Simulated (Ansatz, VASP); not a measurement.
ScB2N3 in VASP and in Ansatz

Contents of INCAR:

```
SYSTEM = ScB2N3
  ALGO = Normal
  EDIFF = 1E-7
  EDIFFG = -0.04
  ENCUT = 600
  GGA = PE
  IBRION = 2
  ISIF = 3
  ISMEAR = 0
  LASPH = .True.
  LCHARG = .False.
  LREAL = .False.
  LWAVE = .False.
  NELM = 100
  NSW = 90
  PREC = Accurate
  SIGMA = 0.1
```

The input KPOINTS:

```
k-points
0
Gamma
  6 6 6
  0 0 0
```

POSCAR

```
ScB2N3
1.0
    4.7079058400      0.0000000000      0.0000000000
   -2.3539529200      4.0771660500      0.0000000000
    0.0000000000      0.0000000000      3.6227300900
Sc B N
1 2 3
Direct
    0.0000000000      0.0000000000      0.0000000000
    0.6666666700      0.3333333300      0.0000000000
    0.3333333300      0.6666666700      0.0000000000
    0.0000000000      0.5000000000      0.5000000000
    0.5000000000      0.5000000000      0.5000000000
    0.5000000000      0.0000000000      0.5000000000
```

Input for Ansatz:

```yaml
crystal:
  lattice:
    - [4.70790584, 0.0, 0.0]
    - [-2.35395292, 4.07716605, 0.0]
    - [0.0, 0.0, 3.62273009]
  atoms:
    - { symbol: Sc, position: [0.0, 0.0, 0.0] }
    - { symbol: B, position: [0.66666667, 0.33333333, 0.0] }
    - { symbol: B, position: [0.33333333, 0.66666667, 0.0] }
    - { symbol: "N", position: [0.0, 0.5, 0.5] }
    - { symbol: "N", position: [0.5, 0.5, 0.5] }
    - { symbol: "N", position: [0.5, 0.0, 0.5] }
basis:
  ecutwfc: 420
kpoints:
  mp_grid: { grid: [6, 6, 6] }
hamiltonian:
  xc: pbe
scf:
  occupations: { method: gaussian, width: 0.1 }
  lower_state_search: "off"
output:
  forces: true
  stress: true
  eigenvalues: true
relax:
  adjacent_minimum: "off"
  f_tol: 0.04
  max_steps: 70
  cell: { stress_tol: 0.4 }
```

Change from the starting cell: species swapped into the LaMn2Ni3 type (P6/mmm, No. 191).

Alike in both runs: task relaxation of cell and atoms; functional PBE; k mesh 6 × 6 × 6; occupations gaussian, width 0.1 eV; no spin polarisation.

|  | VASP | Ansatz |
| --- | --- | --- |
| version | VASP 6.6.1 | Ansatz 0.2.0 |
| potentials or method | VASP PAW PBE potentials, release 64 (Sc_sv, B, N) | scalar-relativistic, plane waves, PAW |
| plane-wave cutoff (eV) | 600 | 420 |
| valence electrons in the cell | 32 | 32 |

```csv
,VASP,Ansatz,Ansatz less VASP
"gap on the k mesh at the Fermi level, each at its own relaxed structure (eV)",none,none,-
relaxed volume (Å³/atom),7.75,7.75,+0.003
relaxed cell length with the largest relative difference (Å),2.396,2.395,-0.0014
energy change over the relaxation (meV/atom),-1230,-1230,-0.4
```

A gap of «none» marks a metal or a gap that the smearing closes.

Caveats: the volume moved by over 15 % at a fixed basis, so the end points are rough (VASP).
